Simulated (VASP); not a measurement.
Given:

```
KI
1.0
    0.00000     3.59374     3.59374
    3.59374     0.00000     3.59374
    3.59374     3.59374     0.00000
K I
1 1
Direct
  0.00000   0.00000   0.00000
  0.50000   0.50000   0.50000
```

Computed with PBE GGA, VASP's PBE PAW potentials (set 64) (plane waves; VASP 6.6.1). Settings: 520 eV cut-off, 7×7×7 Γ-centred mesh, Gaussian smearing of 0.050 eV, potentials K_sv I.

**Question.** The job: KI (rock salt), 2 atoms, PBE, static run, 520 eV, 7×7×7 Γ-centred mesh. Roughly how much core time does it take on a busy server core?

**Answer.** About 20 core-seconds (one run on a shared machine, a rough figure). It had 20 irreducible k-points, 12 bands, up to 2541 plane waves and 14 electronic steps.

The compound is KI in the rock salt structure. It was relaxed first, which changed the volume by +5 %.
